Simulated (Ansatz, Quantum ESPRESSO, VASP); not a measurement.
**Code comparison for Hf2Ni (I4/mcm, 6 atoms in the cell)**

Self-consistent single point, at a second geometry (lattice scaled by 0.98). First geometry:

```
CELL_PARAMETERS angstrom
     -3.17787     3.17787     2.61804
      3.17787    -3.17787     2.61804
      3.17787     3.17787    -2.61804
ATOMIC_POSITIONS crystal
  Hf 0.83439 0.66561 0.50000
  Hf 0.16561 0.33439 0.50000
  Hf 0.66561 0.16561 0.83122
  Hf 0.33439 0.83439 0.16878
  Ni 0.75000 0.75000 0.00000
  Ni 0.25000 0.25000 0.00000
```

Shared settings, as Ansatz (a quantum-chemistry and plane-wave program) writes them: kpoints.mp_grid.grid = 6 6 6; scf.occupations.method = fermi_dirac; scf.occupations.width = 0.0073 Ry. Potentials and cutoffs stand in the table.

```csv
code,model,ΔF from the first geometry (meV/atom),pressure (GPa),largest force (eV/Å),cutoff
Ansatz,"PBEsol, PAW files made with PBE",13.3,6.83,0.254,default
Quantum ESPRESSO,"PBEsol, PSlibrary ultrasoft (PBE) pseudopotentials",4.9,5.05,0.205,55 Ry
VASP,"PBEsol, VASP's PBE PAW potentials (set 64)",9.2,5.89,0.235,300 eV
```

On Ansatz's run: spin-orbit coupling is off. Spin polarisation is off.

The spread over the programs that give each value: ΔF from the first geometry within 8.4 meV/atom; pressure within 1.78 GPa; largest force within 0.049 eV/Å.

Ansatz's pressure is given at a fixed set of plane waves, as the other plane-wave codes print theirs; with its correction for the finite basis it is 6.90 GPa.

VASP's run is marked for a possible Pulay error in its stress at this cutoff; no cutoff test was made.

The starting cell comes from a database of computed structures (which also holds hypothetical and non-ambient phases and stackings), without a prior relaxation at this level. For this run, on top of that: lattice scaled by 0.98.

Left out of this page: GPAW, FLEUR and SIESTA (not drawn, or without a comparable value); CP2K (unsound by tests on forces, stress, charge or solver warnings).

Keys are those of Ansatz 0.2.
